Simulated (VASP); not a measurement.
# Ca(100) in VASP, part 3 of 3

Wanted: what it costs to take an electron out of Ca(100), held as cut.

VASP 6.6.1; LDA; plane waves and PAW (Ca_pv).

So far. Step 2 (Vacuum level and density of states): The vacuum level lies 2.91 eV above the Fermi level at the upper face; both faces agree, as the slab has next to no dipole. Step 3 (The slab in a field, field -0.05): Energy at zero smearing: -14.24435 eV.

### Step 4. The slab in a field, field 0.05

File INCAR:

```
SYSTEM = Ca
PREC = Normal
ENCUT = 300
EDIFF = 1E-06
NELM = 120
ISMEAR = -1
SIGMA = 0.1
LREAL = .FALSE.
ALGO = Fast
GGA = CA
NBANDS = 35
LORBIT = 11
LWAVE = .FALSE.
LCHARG = .FALSE.
KPAR = 2
IDIPOL = 3
LDIPOL = .TRUE.
DIPOL = 0.5 0.5 0.5
EFIELD = 0.05
LVHAR = .TRUE.
```

File POSCAR:

```
Ca
1.0
    3.9456558390      0.0000000000      0.0000000000
    0.0000000000      3.9456558390      0.0000000000
    0.0000000000      0.0000000000     34.7400000000
Ca
7
Direct
    0.0000000000      0.0000000000      0.2590673575
    0.5000000000      0.5000000000      0.3393782383
    0.0000000000      0.0000000000      0.4196891192
    0.5000000000      0.5000000000      0.5000000000
    0.0000000000      0.0000000000      0.5803108808
    0.5000000000      0.5000000000      0.6606217617
    0.0000000000      0.0000000000      0.7409326425
```

File KPOINTS:

```
Automatic mesh
0
Gamma
14 14 1
0 0 0
```

PAW data sets: Ca_pv (LDA family, release 64).

On the command line:

```sh
$ mpirun -np 2 vasp_std
```

The log of the run:

```text
[... set-up lines as in an earlier step ...]
 entering main loop
       N       E                     dE             d eps       ncg     rms          rms(c)
DAV:   1     0.470318043982E+03    0.47032E+03   -0.18580E+04  2830   0.150E+03
DAV:   2     0.688419196816E+02   -0.40148E+03   -0.39944E+03  2760   0.429E+02
DAV:   3    -0.877091290903E+01   -0.77613E+02   -0.76804E+02  3453   0.205E+02
DAV:   4    -0.152634451787E+02   -0.64925E+01   -0.64123E+01  3853   0.672E+01
DAV:   5    -0.155701183200E+02   -0.30667E+00   -0.30323E+00  3968   0.152E+01    0.292E+00
RMM:   6    -0.425715114934E+02   -0.27001E+02   -0.36483E+01  3528   0.313E+01    0.705E+00
RMM:   7    -0.184420645350E+02    0.24129E+02   -0.82058E+00  3727   0.160E+01    0.385E+00
RMM:   8    -0.149544542530E+02    0.34876E+01   -0.21982E+00  3515   0.754E+00    0.188E+00
RMM:   9    -0.162059048133E+02   -0.12515E+01   -0.16933E+00  3624   0.482E+00    0.349E+00
RMM:  10    -0.144726427157E+02    0.17333E+01   -0.57943E-01  3542   0.444E+00    0.915E-01
RMM:  11    -0.143847076688E+02    0.87935E-01   -0.21628E-01  3961   0.177E+00    0.433E-01
RMM:  12    -0.144607073817E+02   -0.76000E-01   -0.24626E-01  3668   0.139E+00    0.653E-01
RMM:  13    -0.143995944799E+02    0.61113E-01   -0.91879E-02  3968   0.954E-01    0.346E-01
RMM:  14    -0.143894431340E+02    0.10151E-01   -0.49167E-02  3715   0.610E-01    0.175E-01
RMM:  15    -0.143860735069E+02    0.33696E-02   -0.22556E-02  3860   0.413E-01    0.576E-02
RMM:  16    -0.143880439356E+02   -0.19704E-02   -0.16088E-02  4082   0.232E-01    0.485E-02
RMM:  17    -0.143888485972E+02   -0.80466E-03   -0.68624E-03  3837   0.184E-01    0.312E-02
RMM:  18    -0.143895147143E+02   -0.66612E-03   -0.50087E-03  3890   0.114E-01    0.197E-02
RMM:  19    -0.143900519650E+02   -0.53725E-03   -0.30673E-03  3835   0.668E-02    0.153E-02
RMM:  20    -0.143903589330E+02   -0.30697E-03   -0.19193E-03  3209   0.501E-02    0.513E-03
RMM:  21    -0.143905765227E+02   -0.21759E-03   -0.14925E-03  2807   0.356E-02    0.312E-03
RMM:  22    -0.143907113026E+02   -0.13478E-03   -0.98597E-04  2752   0.288E-02    0.183E-03
RMM:  23    -0.143908047604E+02   -0.93458E-04   -0.83567E-04  2719   0.224E-02    0.276E-03
RMM:  24    -0.143908658552E+02   -0.61095E-04   -0.55706E-04  2684   0.187E-02    0.191E-03
RMM:  25    -0.143909198260E+02   -0.53971E-04   -0.46751E-04  2645   0.182E-02    0.918E-04
RMM:  26    -0.143909590916E+02   -0.39266E-04   -0.35194E-04  2417   0.122E-02    0.106E-03
RMM:  27    -0.143909909486E+02   -0.31857E-04   -0.28876E-04  2387   0.122E-02    0.738E-04
RMM:  28    -0.143910159758E+02   -0.25027E-04   -0.23878E-04  2340   0.966E-03    0.652E-04
RMM:  29    -0.143910379660E+02   -0.21990E-04   -0.19452E-04  2377   0.857E-03    0.402E-04
RMM:  30    -0.143910566937E+02   -0.18728E-04   -0.17096E-04  2281   0.762E-03    0.209E-04
[...]
RMM:  67    -0.143912414294E+02   -0.20161E-05   -0.19313E-05   983   0.254E-03    0.259E-03
RMM:  68    -0.143912437526E+02   -0.23232E-05   -0.21800E-05   939   0.209E-03    0.262E-03
RMM:  69    -0.143912466225E+02   -0.28699E-05   -0.26910E-05   915   0.228E-03    0.262E-03
RMM:  70    -0.143912495528E+02   -0.29303E-05   -0.26647E-05   929   0.242E-03    0.264E-03
RMM:  71    -0.143912543673E+02   -0.48146E-05   -0.43510E-05  1205   0.228E-03    0.258E-03
RMM:  72    -0.143912569687E+02   -0.26014E-05   -0.20281E-05   938   0.227E-03    0.263E-03
RMM:  73    -0.143912608933E+02   -0.39246E-05   -0.37237E-05   951   0.259E-03    0.266E-03
RMM:  74    -0.143912626890E+02   -0.17957E-05   -0.14797E-05   911   0.210E-03    0.269E-03
RMM:  75    -0.143912653190E+02   -0.26300E-05   -0.25138E-05   876   0.205E-03    0.272E-03
RMM:  76    -0.143912663992E+02   -0.10802E-05   -0.11359E-05  1193   0.232E-03    0.258E-03
RMM:  77    -0.143912675708E+02   -0.11716E-05   -0.11407E-05  1001   0.233E-03    0.263E-03
RMM:  78    -0.143912684177E+02   -0.84686E-06   -0.84056E-06   998   0.249E-03
   1 F= -.14391268E+02 E0= -.14244296E+02  d E =-.293945E+00
```

Run time: 4.9 min. Hardware: 2 MPI ranks of AMD EPYC 7R43, shared host; peak memory 0.6 GiB; 9.7 min of CPU time.

From OUTCAR (step 4):

```text
The static configuration has the point symmetry D_4h.

 Found     36 irreducible k-points:

   NELECT =      56.0000    total number of electrons

 dipolmoment           0.000000      0.000000      0.093440 electrons x Angstroem

 E-fermi :  -0.1230

 k-point     1 :       0.0000    0.0000    0.0000
  band No.  band energies     occupation
    ...
     24      -3.3440      2.00000
     25      -2.7898      2.00000
     26      -2.1222      2.00000
     27      -1.4310      2.00000
     28      -0.8459      1.99855
     29       0.3157      0.02456
     30       0.4142      0.00924
     31       0.4804      0.00478
     32       0.6339      0.00103
     33       0.9625      0.00004
    ...

 k-point     2 :       0.0714    0.0000    0.0000
  band No.  band energies     occupation
    ...
     24      -3.2903      2.00000
     25      -2.7381      2.00000
     26      -2.0726      2.00000
     27      -1.3833      1.99999
     28      -0.7992      1.99769
     29       0.3360      0.02010
     30       0.3817      0.01278
     31       0.4212      0.00862
     32       0.4928      0.00422
     33       0.6870      0.00061
    ...

  Total       -4.5632468     -4.5632468     -3.9463915      0.0000000     -0.0000000      0.0000000
  in kB      -13.5181209    -13.5181209    -11.6907543      0.0000000     -0.0000000      0.0000000
  external PRESSURE =     -12.9089987 kB  Pullay stress =       0.0000000 kB

 POSITION                                       TOTAL-FORCE (eV/Angst)
 -----------------------------------------------------------------------------------
      0.00000      0.00000      9.00000         0.000000      0.000000      0.288646
      1.97283      1.97283     11.79000         0.000000     -0.000000     -0.086709
      0.00000      0.00000     14.58000         0.000000     -0.000000     -0.001875
      1.97283      1.97283     17.37000         0.000000      0.000000      0.000301
      0.00000      0.00000     20.16000         0.000000     -0.000000      0.001968
      1.97283      1.97283     22.95000        -0.000000      0.000000      0.084887
      0.00000      0.00000     25.74000         0.000000      0.000000     -0.287218
 -----------------------------------------------------------------------------------
    total drift:                                0.000000      0.000000     -0.001099

  FREE ENERGIE OF THE ION-ELECTRON SYSTEM (eV)
  ---------------------------------------------------
  free  energy   TOTEN  =       -14.3912684177 eV

  energy  without entropy=      -14.0973234583  energy(sigma->0) =      -14.24429594

 vacuum level on the upper side and lower side of the slab         2.482         3.086

 total charge
# of ion       s       p       d       tot
------------------------------------------
    1        0.357   6.071   0.217   6.645
    2        0.334   6.096   0.266   6.696
    3        0.337   6.097   0.260   6.694
    4        0.337   6.097   0.260   6.694
    5        0.337   6.097   0.260   6.694
    6        0.334   6.096   0.266   6.695
    7        0.356   6.071   0.216   6.644
--------------------------------------------------
tot          2.392  42.624   1.745  46.761

[... 8 parts as in an earlier step ...]

[... 5 further parts left out ...]
```

This step gave:

- electronic cycles: 78
- Fermi energy: -0.123 eV
- dipole moment: 0, 0, 0.09344 e·Å

The planar average of the electrostatic potential oscillates, so the rows of the table below give means over windows of 2.78 Å about each position, cut where the curve ends. Its maxima inside the range that stand out by 2 % of the span (Å: eV): 0.5: 3.21, 10.4: 1.04, 13.2: 0.966, 16.0: 0.975, 18.8: 0.974, 21.5: 0.966, 24.3: 1.04, 29.4: 2.82. Its minima: 9.0: -5.57, 11.8: -5.23, 14.6: -5.27, 17.4: -5.27, 20.1: -5.27, 22.9: -5.23, 25.7: -5.57, 34.3: 2.60.

Zero at the Fermi level. Planar average of the electrostatic potential against height; means over each step:

height (Å), planar average of the electrostatic potential (eV) and a bar from the least value:
```
     1.39       3.14 ##############################
     4.17       3.02 #############################
     6.95       1.75 ######################
     9.73      -2.03 
    12.51      -1.88 #
    15.29      -1.89 #
    18.07      -1.89 #
    20.85      -1.90 #
    23.63      -1.86 #
    26.41      -1.71 ##
    29.19       2.75 ############################
    31.97       2.72 ############################
```

Force by atom:

```csv
atom,x (eV/Å),y (eV/Å),z (eV/Å),size
Ca1,0.000,0.000,0.289,0.289
Ca2,0.000,0.000,-0.087,0.087
Ca3,0.000,0.000,-0.002,0.002
Ca4,0.000,0.000,0.000,0.000
Ca5,0.000,0.000,0.002,0.002
Ca6,0.000,0.000,0.085,0.085
Ca7,0.000,0.000,-0.287,0.287
```

Energy at zero smearing: -14.24430 eV.

### Step 5. The slab in a field, field 0.1

Changes to INCAR since step 4:

```diff
@@ -18,3 +18,3 @@
 DIPOL = 0.5 0.5 0.5
-EFIELD = 0.05
+EFIELD = 0.1
 LVHAR = .TRUE.
```

POSCAR is that of step 4.

KPOINTS is that of step 4.

On the command line:

```sh
$ mpirun -np 2 vasp_std
```

The log of the run:

```text
[... set-up lines as in an earlier step ...]
 entering main loop
       N       E                     dE             d eps       ncg     rms          rms(c)
DAV:   1     0.470866308707E+03    0.47087E+03   -0.18576E+04  2822   0.150E+03
DAV:   2     0.694694626166E+02   -0.40140E+03   -0.39937E+03  2712   0.429E+02
DAV:   3    -0.980261954097E+01   -0.79272E+02   -0.78546E+02  3640   0.207E+02
DAV:   4    -0.160735224031E+02   -0.62709E+01   -0.61834E+01  3704   0.682E+01
[...]
RMM:  35    -0.143966859253E+02   -0.15382E-03   -0.13375E-03  2739   0.166E-02    0.278E-03
RMM:  36    -0.143970019761E+02   -0.31605E-03   -0.23455E-03  2505   0.135E-02    0.472E-03
RMM:  37    -0.143972799965E+02   -0.27802E-03   -0.22496E-03  2468   0.111E-02    0.873E-03
WARNING in EDDRMM: call to ZHEGV failed, returncode =   8  4     26
RMM:  38    -0.143974081439E+02   -0.12815E-03   -0.11466E-03  2359   0.969E-03    0.105E-02
RMM:  39    -0.143975220300E+02   -0.11389E-03   -0.11674E-03  2600   0.101E-02    0.855E-03
RMM:  40    -0.143976112294E+02   -0.89199E-04   -0.86265E-04  2308   0.809E-03    0.920E-03
RMM:  41    -0.143976882432E+02   -0.77014E-04   -0.75512E-04  2098   0.638E-03    0.959E-03
RMM:  42    -0.143977514863E+02   -0.63243E-04   -0.63041E-04  2070   0.634E-03    0.999E-03
RMM:  43    -0.143978019739E+02   -0.50488E-04   -0.51787E-04  2442   0.734E-03    0.862E-03
RMM:  44    -0.143978418588E+02   -0.39885E-04   -0.43979E-04  2524   0.809E-03    0.457E-03
WARNING in EDDRMM: call to ZHEGV failed, returncode =   6  3     28
RMM:  45    -0.143978783614E+02   -0.36503E-04   -0.35858E-04  2365   0.575E-03    0.351E-03
RMM:  46    -0.143979105106E+02   -0.32149E-04   -0.31603E-04  2026   0.480E-03    0.357E-03
RMM:  47    -0.143979367889E+02   -0.26278E-04   -0.25890E-04  1845   0.494E-03    0.356E-03
RMM:  48    -0.143979610783E+02   -0.24289E-04   -0.23831E-04  1564   0.491E-03    0.367E-03
RMM:  49    -0.143979817374E+02   -0.20659E-04   -0.20194E-04  1448   0.431E-03    0.380E-03
RMM:  50    -0.143980014655E+02   -0.19728E-04   -0.19045E-04  1517   0.420E-03    0.395E-03
RMM:  51    -0.143980182483E+02   -0.16783E-04   -0.16290E-04  2114   0.650E-03    0.307E-03
WARNING in EDDRMM: call to ZHEGV failed, returncode =   8  4     24
RMM:  52    -0.143980335482E+02   -0.15300E-04   -0.15257E-04  1977   0.425E-03    0.236E-03
RMM:  53    -0.143980469365E+02   -0.13388E-04   -0.13192E-04  1846   0.426E-03    0.217E-03
RMM:  54    -0.143980593756E+02   -0.12439E-04   -0.12218E-04  1953   0.449E-03    0.206E-03
RMM:  55    -0.143980704108E+02   -0.11035E-04   -0.10854E-04  1912   0.415E-03    0.199E-03
WARNING in EDDRMM: call to ZHEGV failed, returncode =   6  3     23
RMM:  56    -0.143980802029E+02   -0.97921E-05   -0.99220E-05  1557   0.381E-03    0.157E-03
RMM:  57    -0.143980893768E+02   -0.91739E-05   -0.89447E-05  1405   0.345E-03    0.168E-03
RMM:  58    -0.143980977088E+02   -0.83320E-05   -0.80603E-05  1271   0.309E-03    0.185E-03
RMM:  59    -0.143981053297E+02   -0.76209E-05   -0.73599E-05  1504   0.326E-03    0.208E-03
[...]
RMM:  89    -0.143981955001E+02   -0.13715E-05   -0.13720E-05   882   0.168E-03    0.281E-03
RMM:  90    -0.143981970256E+02   -0.15255E-05   -0.15138E-05   894   0.169E-03    0.284E-03
RMM:  91    -0.143981978046E+02   -0.77901E-06   -0.13586E-05  1785   0.400E-03    0.227E-03
WARNING in EDDRMM: call to ZHEGV failed, returncode =   6  3     30
RMM:  92    -0.143981992404E+02   -0.14358E-05   -0.14482E-05  1242   0.339E-03    0.229E-03
RMM:  93    -0.143982005729E+02   -0.13325E-05   -0.13568E-05  1319   0.375E-03    0.232E-03
RMM:  94    -0.143982018929E+02   -0.13200E-05   -0.13665E-05  1338   0.329E-03    0.230E-03
RMM:  95    -0.143982032629E+02   -0.13699E-05   -0.13482E-05  1210   0.272E-03    0.234E-03
[...]
RMM: 106    -0.143982166330E+02   -0.11239E-05   -0.11560E-05  1250   0.312E-03    0.201E-03
RMM: 107    -0.143982177125E+02   -0.10795E-05   -0.11018E-05   957   0.292E-03    0.202E-03
RMM: 108    -0.143982188389E+02   -0.11264E-05   -0.11344E-05   916   0.277E-03    0.202E-03
WARNING in EDDRMM: call to ZHEGV failed, returncode =   6  3     30
RMM: 109    -0.143982198928E+02   -0.10539E-05   -0.10670E-05   905   0.301E-03    0.204E-03
RMM: 110    -0.143982210078E+02   -0.11150E-05   -0.11297E-05   907   0.307E-03    0.205E-03
RMM: 111    -0.143982218309E+02   -0.82305E-06   -0.10610E-05  1693   0.388E-03    0.183E-03
RMM: 112    -0.143982228375E+02   -0.10066E-05   -0.11111E-05  1566   0.392E-03    0.179E-03
[...]
RMM: 118    -0.143982294418E+02   -0.12708E-05   -0.13147E-05  1235   0.345E-03    0.115E-03
RMM: 119    -0.143982307876E+02   -0.13458E-05   -0.13056E-05  1112   0.312E-03    0.101E-03
RMM: 120    -0.143982322810E+02   -0.14933E-05   -0.14578E-05  1385   0.361E-03
 -----------------------------------------------------------------------------
|                                                                             |
|           W    W    AA    RRRRR   N    N  II  N    N   GGGG   !!!           |
|           W    W   A  A   R    R  NN   N  II  NN   N  G    G  !!!           |
|           W    W  A    A  R    R  N N  N  II  N N  N  G       !!!           |
|           W WW W  AAAAAA  RRRRR   N  N N  II  N  N N  G  GGG   !            |
|           WW  WW  A    A  R   R   N   NN  II  N   NN  G    G                |
|           W    W  A    A  R    R  N    N  II  N    N   GGGG   !!!           |
|                                                                             |
|     The electronic self-consistency was not achieved in the given           |
|     number of steps (NELM). The forces and other quantities evaluated       |
|     might not be reliable so examine the results carefully. If you find     |
|     spurious results, we suggest increasing NELM, if you were close to      |
|     convergence or switching to a different ALGO or adjusting the           |
|     density mixing parameters otherwise.                                    |
|                                                                             |
 -----------------------------------------------------------------------------

   1 F= -.14398232E+02 E0= -.14251278E+02  d E =-.293909E+00
```

Wall time 7.7 min (2 MPI ranks); peak memory 0.59 GiB.

Parts of OUTCAR (step 5):

```text
 dipolmoment           0.000000      0.000000      0.185996 electrons x Angstroem

 k-point     1 :       0.0000    0.0000    0.0000
  band No.  band energies     occupation
    ...
     24      -3.3461      2.00000
     25      -2.7919      2.00000
     26      -2.1243      2.00000
     27      -1.4330      2.00000
     28      -0.8482      1.99855
     29       0.2936      0.02987
     30       0.3800      0.01270
     31       0.4134      0.00912
     32       0.4880      0.00433
     33       0.6655      0.00074
    ...

  Total       -4.5581485     -4.5581485     -3.9425285      0.0000000      0.0000000      0.0000000
  in kB      -13.5030177    -13.5030177    -11.6793105      0.0000000      0.0000000      0.0000000
  external PRESSURE =     -12.8951153 kB  Pullay stress =       0.0000000 kB

 POSITION                                       TOTAL-FORCE (eV/Angst)
 -----------------------------------------------------------------------------------
      0.00000      0.00000      9.00000         0.000000     -0.000000      0.288942
      1.97283      1.97283     11.79000         0.000000     -0.000000     -0.086659
      0.00000      0.00000     14.58000         0.000000      0.000000     -0.001852
      1.97283      1.97283     17.37000         0.000000     -0.000000      0.000274
      0.00000      0.00000     20.16000         0.000000     -0.000000      0.001805
      1.97283      1.97283     22.95000         0.000000     -0.000000      0.084075
      0.00000      0.00000     25.74000         0.000000      0.000000     -0.286585
 -----------------------------------------------------------------------------------
    total drift:                                0.000000     -0.000000     -0.000230

  FREE ENERGIE OF THE ION-ELECTRON SYSTEM (eV)
  ---------------------------------------------------
  free  energy   TOTEN  =       -14.3982322810 eV

  energy  without entropy=      -14.1043231986  energy(sigma->0) =      -14.25127774

 vacuum level on the upper side and lower side of the slab         2.178         3.397

[... 8 parts as in an earlier step ...]

[... 11 further parts left out ...]
[key lines of the parts left out:]
E-fermi :  -0.1253
```

The electronic loop did not meet EDIFF within NELM cycles, so this run is left out of the comparison.

### Step 6. Putting the energies together

This step: slab, LDA; plane waves and PAW (VASP 6.6.1).

Derived from the runs above.

Numbers from this step:

```
polarisability per area of the slab or monolayer : 1.727 Å
```

VASP counts both for electrons: a positive EFIELD is a field along -c, and a positive dipole, in electrons times A, points along -c. Field, by row:

```csv
EFIELD (eV/Å),dipole along z (e Å),energy change (eV)
-0.05,-0.09327,-0.002796
0,0,0
0.05,0.09344,-0.00274
```

The polarisability is the slope of the dipole against the field, as a volume for each unit of area.

### Step 7. What came out

* work function of the slab: 2.91 eV
* polarisability per area of the slab or monolayer: 1.73 Å

In words: The work function is 2.91 eV at both faces. No atom was relaxed. The cell in the plane was kept as given and was not relaxed here.

[Lines on the potential files, build, host, timing and source positions are cut from VASP's logs without a mark.]

[Logs are printed without paths, hosts, clocks, repeated set-up lines and the standing remarks that a program may print on its own settings, such as how far it seeks lower states.]

[Hosts, paths, dates, database ids (printed as entryN), source tags and the programs' standing remarks are cut or masked in the printed files.]

[In band tables of VASP the shares of atoms and orbitals are scaled to a sum of 1 inside the atoms' spheres.]

[Runs that stopped without an error message from VASP are left out.]
